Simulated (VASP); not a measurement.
# CrAl (relaxed from the NiAs type structure, space group P6_3/mmc): computed properties

All values below come from PBE GGA, VASP's PBE PAW potentials (set 64) (plane waves; VASP 6.6.1).

```yaml
space_group: P6_3/mmc (194)
cell: a = 2.6851 Å, b = 2.6851 Å, c = 8.4429 Å, α = 90.00°, β = 90.00°, γ = 120.00°
volume_per_atom: 13.18 Å³/atom
band gap (over mesh and band path): none (metal, semimetal or under 0.01 eV)
cell_moment: 0.00 μB
density: 4.98 g/cm³
```

AlCr is taken in the hexagonal space group P6₃/mmc (No. 194), the NiAs type structure, Pearson symbol hP4. Conventional cell: a = b = 2.685 Å, c = 8.443 Å, α = β = 90.00°, γ = 120.00°. Cr on 2a sees 6 Al at 2.619 Å and 6 Cr at 2.685 Å (cuboctahedral). Al on 2c is coordinated by 6 Cr at 2.619 Å and 6 Al at 2.685 Å (anticuboctahedral). (Neighbours: up to the widest gap in distance over summed covalent radii, below 1.35, at either atom.)

The structure was generated: CrAl was put into the NiAs type type (P6_3/mmc), which need not be its known phase. It was relaxed first, which changed the volume by -38 %. Symmetry was kept, so distortions that lower it aren't found.
